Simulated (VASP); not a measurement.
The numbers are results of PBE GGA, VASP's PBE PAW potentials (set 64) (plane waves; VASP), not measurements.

The input files of a VASP run:

INCAR:
```
! general
SYSTEM = Be26S27
PREC   = Normal
ENCUT  = 400
LREAL  = Auto
LASPH  = .True.
ISYM   = 0

! electronic loop
EDIFF  = 1E-5
NELM   = 100
NELMIN = 4
ALGO   = Fast

! smearing
ISMEAR = 0
SIGMA  = 0.05

! functional
GGA    = PE

! ions
IBRION = 2
NSW    = 60
ISIF   = 2
EDIFFG = -0.03

! output
LWAVE  = .False.
LCHARG = .False.
```

### POSCAR
```
Be26S27
1.0
  0.0000000000   7.3161344556   7.3161344556
  7.3161344556   0.0000000000   7.3161344556
  7.3161344556   7.3161344556   0.0000000000
Be S
26 27
Cart
  0.0000000000   0.0000000000   0.0000000000
  9.7548435021   9.7548435021  14.6322689112
 12.1935598647  12.1935598647  14.6322689112
  2.4387090465   0.0000000000   2.4387090465
  4.8774180930   9.7548435021   9.7548435021
  7.3161344556  12.1935598647   9.7548435021
  4.8774254091   0.0000000000   4.8774254091
  7.3161344556   9.7548435021  12.1935598647
  9.7548508182  12.1935598647  12.1935598647
  0.0000000000   2.4387090465   2.4387090465
  9.7548435021   4.8774180930   9.7548435021
 12.1935598647   7.3161344556   9.7548435021
  2.4387090465   2.4387090465   4.8774180930
  4.8774180930   4.8774180930   4.8774180930
  4.8774254091   2.4387090465   7.3161344556
  7.3161344556   4.8774180930   7.3161344556
  9.7548508182   7.3161344556   7.3161344556
  0.0000000000   4.8774254091   4.8774254091
  9.7548435021   7.3161344556  12.1935598647
 12.1935598647   9.7548508182  12.1935598647
  2.4387090465   4.8774254091   7.3161344556
  4.8774180930   7.3161344556   7.3161344556
  7.3161344556   9.7548508182   7.3161344556
  4.8774254091   4.8774254091   9.7548508182
  7.3161344556   7.3161344556   9.7548508182
  9.7548508182   9.7548508182   9.7548508182
  3.6580672278   3.6580672278   3.6580672278
  6.0815367662   6.0601736536   3.6340264100
  8.5411699572   8.5752924083   3.6247495515
  6.0967762743   3.6580672278   6.0967762743
  8.5717440831   6.1365321489   6.0696334155
 10.9742016834   8.5354926369   6.0967762743
  8.5354926369   3.6580672278   8.5354926369
 10.9742016834   6.0967762743   8.5354926369
 13.4129180460   8.5354926369   8.5354926369
  3.6580672278   6.0967762743   6.0967762743
  6.0596834726   8.5215334524   6.0509845887
  8.5354926369  10.9742016834   6.0967762743
  6.0967762743   6.0967762743   8.5354853208
  8.5354853208   8.5354853208   8.5354853208
 10.9742016834  10.9742016834   8.5354853208
  8.5354926369   6.0967762743  10.9742016834
 10.9742016834   8.5354853208  10.9742016834
 13.4129180460  10.9742016834  10.9742016834
  3.6580672278   8.5354926369   8.5354926369
  6.0967762743  10.9742016834   8.5354926369
  8.5354926369  13.4129180460   8.5354926369
  6.0967762743   8.5354926369  10.9742016834
  8.5354853208  10.9742016834  10.9742016834
 10.9742016834  13.4129180460  10.9742016834
  8.5354926369   8.5354926369  13.4129180460
 10.9742016834  10.9742016834  13.4129180460
 13.4129180460  13.4129180460  13.4129180460
```

KPOINTS:
```
Automatic mesh
0
Gamma
1 1 1
0 0 0
```

POTCAR, in this order: Be S (PBE.64 set). Program: vasp_gam.

Output

File OSZICAR:
```
...
RMM:  20    -0.255681859337E+03    0.30177E-02   -0.11616E-03   286   0.543E-02    0.184E-01
RMM:  21    -0.255681761686E+03    0.97652E-04   -0.36202E-04   270   0.338E-02    0.142E-01
RMM:  22    -0.255681681591E+03    0.80095E-04   -0.20441E-04   257   0.239E-02    0.963E-02
RMM:  23    -0.255681664710E+03    0.16881E-04   -0.26516E-05   179   0.119E-02    0.805E-02
RMM:  24    -0.255681665194E+03   -0.48417E-06   -0.68167E-06   160   0.610E-03
   1 F= -.25568167E+03 E0= -.25564338E+03  d E =-.255682E+03
       N       E                     dE             d eps       ncg     rms          rms(c)
DAV:   1    -0.255778632448E+03   -0.96968E-01   -0.66599E+00   312   0.459E+00    0.208E+00
RMM:   2    -0.255815478100E+03   -0.36846E-01   -0.32631E-01   268   0.132E+00    0.987E-01
RMM:   3    -0.255843493041E+03   -0.28015E-01   -0.73941E-02   273   0.562E-01    0.192E+00
RMM:   4    -0.255811759854E+03    0.31733E-01   -0.16943E-02   269   0.267E-01    0.673E-01
RMM:   5    -0.255810534145E+03    0.12257E-02   -0.48309E-03   291   0.133E-01    0.561E-01
RMM:   6    -0.255809571967E+03    0.96218E-03   -0.17396E-03   268   0.752E-02    0.348E-01
RMM:   7    -0.255810105563E+03   -0.53360E-03   -0.46440E-03   290   0.954E-02    0.285E-01
RMM:   8    -0.255809610301E+03    0.49526E-03   -0.64200E-04   270   0.518E-02    0.134E-01
RMM:   9    -0.255809329738E+03    0.28056E-03   -0.78497E-04   283   0.421E-02    0.578E-02
RMM:  10    -0.255809345270E+03   -0.15532E-04   -0.97194E-05   248   0.213E-02    0.222E-02
RMM:  11    -0.255809339062E+03    0.62085E-05   -0.22330E-05   178   0.104E-02
   2 F= -.25580934E+03 E0= -.25577090E+03  d E =-.127674E+00
       N       E                     dE             d eps       ncg     rms          rms(c)
DAV:   1    -0.255820700637E+03   -0.11355E-01   -0.47799E+00   280   0.394E+00    0.175E+00
RMM:   2    -0.255845511859E+03   -0.24811E-01   -0.23363E-01   268   0.114E+00    0.751E-01
RMM:   3    -0.255868222600E+03   -0.22711E-01   -0.51279E-02   272   0.485E-01    0.165E+00
RMM:   4    -0.255843961929E+03    0.24261E-01   -0.12174E-02   270   0.230E-01    0.513E-01
RMM:   5    -0.255843485642E+03    0.47629E-03   -0.30348E-03   286   0.112E-01    0.469E-01
RMM:   6    -0.255842783797E+03    0.70185E-03   -0.13687E-03   268   0.668E-02    0.271E-01
RMM:   7    -0.255843062834E+03   -0.27904E-03   -0.31133E-03   285   0.814E-02    0.198E-01
RMM:   8    -0.255842812155E+03    0.25068E-03   -0.37273E-04   257   0.445E-02    0.948E-02
RMM:   9    -0.255842667943E+03    0.14421E-03   -0.50764E-04   273   0.351E-02    0.520E-02
RMM:  10    -0.255842679801E+03   -0.11857E-04   -0.68411E-05   226   0.187E-02    0.209E-02
RMM:  11    -0.255842672731E+03    0.70702E-05   -0.22579E-05   173   0.959E-03
   3 F= -.25584267E+03 E0= -.25580417E+03  d E =-.161008E+00
       N       E                     dE             d eps       ncg     rms          rms(c)
DAV:   1    -0.255854946045E+03   -0.12266E-01   -0.18259E+00   304   0.249E+00    0.891E-01
RMM:   2    -0.255863549423E+03   -0.86034E-02   -0.87931E-02   268   0.714E-01    0.420E-01
RMM:   3    -0.255870777405E+03   -0.72280E-02   -0.19951E-02   274   0.311E-01    0.932E-01
RMM:   4    -0.255863533528E+03    0.72439E-02   -0.42552E-03   275   0.145E-01    0.285E-01
RMM:   5    -0.255863530395E+03    0.31333E-05   -0.94186E-04   282   0.688E-02    0.262E-01
RMM:   6    -0.255863273293E+03    0.25710E-03   -0.47203E-04   267   0.412E-02    0.139E-01
RMM:   7    -0.255863298006E+03   -0.24713E-04   -0.72693E-04   280   0.427E-02    0.374E-02
RMM:   8    -0.255863270737E+03    0.27269E-04   -0.81418E-05   234   0.227E-02    0.291E-02
RMM:   9    -0.255863270074E+03    0.66307E-06   -0.35847E-05   185   0.113E-02
   4 F= -.25586327E+03 E0= -.25582474E+03  d E =-.205973E-01
       N       E                     dE             d eps       ncg     rms          rms(c)
DAV:   1    -0.255859856510E+03    0.34142E-02   -0.25580E+00   288   0.295E+00    0.106E+00
RMM:   2    -0.255872489596E+03   -0.12633E-01   -0.12331E-01   268   0.849E-01    0.551E-01
RMM:   3    -0.255882267733E+03   -0.97781E-02   -0.27880E-02   274   0.370E-01    0.111E+00
RMM:   4    -0.255871931013E+03    0.10337E-01   -0.55968E-03   270   0.172E-01    0.343E-01
RMM:   5    -0.255871989302E+03   -0.58289E-04   -0.14946E-03   287   0.848E-02    0.339E-01
RMM:   6    -0.255871582011E+03    0.40729E-03   -0.61872E-04   268   0.484E-02    0.189E-01
RMM:   7    -0.255871609436E+03   -0.27425E-04   -0.13141E-03   283   0.561E-02    0.529E-02
RMM:   8    -0.255871598794E+03    0.10642E-04   -0.10563E-04   246   0.289E-02    0.534E-02
RMM:   9    -0.255871554348E+03    0.44447E-04   -0.61200E-05   212   0.151E-02    0.275E-02
RMM:  10    -0.255871560099E+03   -0.57515E-05   -0.16248E-04   258   0.190E-02    0.250E-02
RMM:  11    -0.255871551401E+03    0.86983E-05   -0.45071E-05   194   0.115E-02
   5 F= -.25587155E+03 E0= -.25583300E+03  d E =-.288787E-01
       N       E                     dE             d eps       ncg     rms          rms(c)
DAV:   1    -0.255876061995E+03   -0.45019E-02   -0.74441E-01   268   0.163E+00    0.579E-01
RMM:   2    -0.255881301180E+03   -0.52392E-02   -0.36185E-02   268   0.460E-01    0.530E-01
RMM:   3    -0.255881376729E+03   -0.75548E-04   -0.82762E-03   276   0.199E-01    0.499E-01
RMM:   4    -0.255879451809E+03    0.19249E-02   -0.13120E-03   270   0.881E-02    0.160E-01
RMM:   5    -0.255879360919E+03    0.90890E-04   -0.58204E-04   269   0.494E-02    0.807E-02
RMM:   6    -0.255879423170E+03   -0.62251E-04   -0.21600E-04   267   0.288E-02    0.941E-02
RMM:   7    -0.255879374139E+03    0.49031E-04   -0.55522E-05   219   0.158E-02    0.292E-02
RMM:   8    -0.255879369740E+03    0.43991E-05   -0.55968E-05   222   0.127E-02
   6 F= -.25587937E+03 E0= -.25584081E+03  d E =-.781834E-02
       N       E                     dE             d eps       ncg     rms          rms(c)
DAV:   1    -0.255879687730E+03   -0.31359E-03   -0.21991E-01   296   0.878E-01    0.309E-01
RMM:   2    -0.255881399760E+03   -0.17120E-02   -0.10645E-02   268   0.249E-01    0.326E-01
RMM:   3    -0.255881137689E+03    0.26207E-03   -0.22674E-03   271   0.107E-01    0.247E-01
RMM:   4    -0.255880678489E+03    0.45920E-03   -0.42893E-04   277   0.480E-02    0.893E-02
RMM:   5    -0.255880686678E+03   -0.81895E-05   -0.15008E-04   258   0.257E-02    0.825E-02
RMM:   6    -0.255880654587E+03    0.32091E-04   -0.92358E-05   231   0.174E-02    0.330E-02
RMM:   7    -0.255880652823E+03    0.17637E-05   -0.14344E-05   165   0.959E-03
   7 F= -.25588065E+03 E0= -.25584210E+03  d E =-.910142E-02
       N       E                     dE             d eps       ncg     rms          rms(c)
DAV:   1    -0.255880634878E+03    0.19709E-04   -0.62250E-03   312   0.148E-01    0.550E-02
RMM:   2    -0.255880800722E+03   -0.16584E-03   -0.38029E-04   268   0.448E-02    0.130E-01
RMM:   3    -0.255880665317E+03    0.13541E-03   -0.87446E-05   233   0.206E-02    0.262E-02
RMM:   4    -0.255880663647E+03    0.16698E-05   -0.14405E-05   166   0.935E-03
   8 F= -.25588066E+03 E0= -.25584211E+03  d E =-.911225E-02
       N       E                     dE             d eps       ncg     rms          rms(c)
DAV:   1    -0.255881086682E+03   -0.42137E-03   -0.30015E-01   280   0.111E+00    0.405E-01
RMM:   2    -0.255883902038E+03   -0.28154E-02   -0.16539E-02   268   0.318E-01    0.428E-01
RMM:   3    -0.255883406491E+03    0.49555E-03   -0.35607E-03   270   0.142E-01    0.328E-01
RMM:   4    -0.255882605860E+03    0.80063E-03   -0.63421E-04   274   0.640E-02    0.116E-01
RMM:   5    -0.255882560438E+03    0.45422E-04   -0.27004E-04   265   0.346E-02    0.487E-02
RMM:   6    -0.255882570886E+03   -0.10448E-04   -0.95857E-05   249   0.197E-02    0.238E-02
RMM:   7    -0.255882569934E+03    0.95232E-06   -0.10170E-05   160   0.893E-03
   9 F= -.25588257E+03 E0= -.25584401E+03  d E =-.190629E-02
```

### OUTCAR
```
------------------------ aborting loop because EDIFF is reached ----------------------------------------
  FORCE on cell =-STRESS in cart. coord.  units (eV):
  Direction    XX          YY          ZZ          XY          YZ          ZX
  --------------------------------------------------------------------------------------
  Total       10.4214863     10.3897263     10.3788638     -0.0471249      0.0038254      0.0111631
  in kB       21.3189207     21.2539501     21.2317291     -0.0964020      0.0078254      0.0228359
  external PRESSURE =      21.2682000 kB  Pullay stress =       0.0000000 kB
  volume of cell :      783.20
      direct lattice vectors                 reciprocal lattice vectors
     0.000000000  7.316134456  7.316134456    -0.068342101  0.068342101  0.068342101
     7.316134456  0.000000000  7.316134456     0.068342101 -0.068342101  0.068342101
     7.316134456  7.316134456  0.000000000     0.068342101  0.068342101 -0.068342101
  FREE ENERGIE OF THE ION-ELECTRON SYSTEM (eV)
  ---------------------------------------------------
  free  energy   TOTEN  =      -255.8825699335 eV

  energy  without entropy=     -255.8054477144  energy(sigma->0) =     -255.84400882

 reached required accuracy - stopping structural energy minimisation
```
(Selected blocks of OUTCAR.)

CONTCAR:
```
Be26S27
   1.00000000000000
     0.0000000000000000    7.3161344556000003    7.3161344556000003
     7.3161344556000003    0.0000000000000000    7.3161344556000003
     7.3161344556000003    7.3161344556000003    0.0000000000000000
  Be              S
    26    27
Direct
     0.0004332955753657    0.0003971584632871    0.9995714362006161
     0.9999471793045382    0.9996721874533361    0.3335099106372251
     0.9997875476341616    0.9998851194225608    0.6668711647853621
     0.0012457679544267    0.3330023486432821    0.9992244706173942
     0.9996616894876343    0.3335561312870595    0.3333335587938583
     0.0010526954220064    0.3332145076848328    0.6663839154271486
     0.0004038640334308    0.6661776435699350    0.9997801520912183
     0.0003600154027150    0.6663049587477929    0.3339245847868515
     0.0014454968710277    0.6652566445750974    0.6669094978108768
     0.3332749618301482    0.0009146423124801    0.9994043498331813
     0.3335643190894272    0.9996630977950096    0.3334319533872775
     0.3331511316114030    0.0012003733582066    0.6665086428554496
     0.3331649351833511    0.3330882892709283    0.9989420196058075
     0.3331333161469123    0.3331575590479273    0.3347566002060396
     0.3332206165534950    0.6666015426681247    0.0004725843390596
     0.3331248171594494    0.6649006766220513    0.3356322913229002
     0.3330245667230767    0.6651587067319508    0.6669060226121722
     0.6663046922681515    0.0002446967699098    0.9995167142255251
     0.6662160472847026    0.0003506889284847    0.3336787059327965
     0.6654315802517056    0.0011410256441412    0.6665592715721934
     0.6666771236109795    0.3331499425160844    0.9997681256956463
     0.6651790764218666    0.3328594500118941    0.3350880989725190
     0.6649887899769986    0.3330041271306767    0.6664566408876208
     0.6665897042990757    0.6662968592278660    0.0005902036312119
     0.6661222550066850    0.6660499149708798    0.3339558611908124
     0.6666464752213507    0.6663901784560502    0.6665311286234511
     0.2495893400243902    0.2495967795444552    0.2504055754609038
     0.2446694575641454    0.2447893249546730    0.5783189705306292
     0.2448479168785905    0.2444918270331385    0.9323129430264636
     0.2500151947525163    0.5831593592791580    0.2504566996750140
     0.2450654767033799    0.5968820643001002    0.5794683104542440
     0.2500516703273147    0.5831964085428404    0.9169833926962017
     0.2498121134212543    0.9161590151365868    0.2509115721964176
     0.2496652463915447    0.9166279671307078    0.5831998252770757
     0.2500823993218800    0.9165434088989676    0.9168068746296545
     0.5832212326889120    0.2500196380199068    0.2498084822966826
     0.5971264224696029    0.2447788069949429    0.5787443288130363
     0.5832047122433541    0.2499466240592140    0.9165243915591001
     0.5831068334246341    0.5828240442855774    0.2506313582401700
     0.5830746212129435    0.5829480309852735    0.5834858977558686
     0.5833153791047663    0.5832109001876453    0.9167518593024940
     0.5833089854176404    0.9165243422570992    0.2499984576841180
     0.5833038946279145    0.9163653616962298    0.5833446257067866
     0.5833317110083451    0.9163445099628520    0.9168488783153870
     0.9166487730126291    0.2495756588582250    0.2505738444801721
     0.9163277148084227    0.2497558313759922    0.5830710873251970
     0.9166117511769329    0.2500395794840138    0.9165550208858353
     0.9165838120897400    0.5832958685467291    0.2501845223710883
     0.9165990172198614    0.5832408146858032    0.5834454658947191
     0.9165209970719722    0.5831358721355521    0.9170414830746229
     0.9167028148701416    0.9166474850877191    0.2500138999222308
     0.9168338671993717    0.9166793138036601    0.5832689992346314
     0.9166816846437056    0.9166526914430748    0.9166443271470370
```

The supercell is sampled at Γ alone, which is coarse: total energies, pressure and levels can be off, energies of defects by several tenths of an eV.

The cell is a supercell with a defect, built from a database entry that may be metastable or hypothetical: vac_Be. The run is not spin-polarised, so no state with unpaired spins was tried.
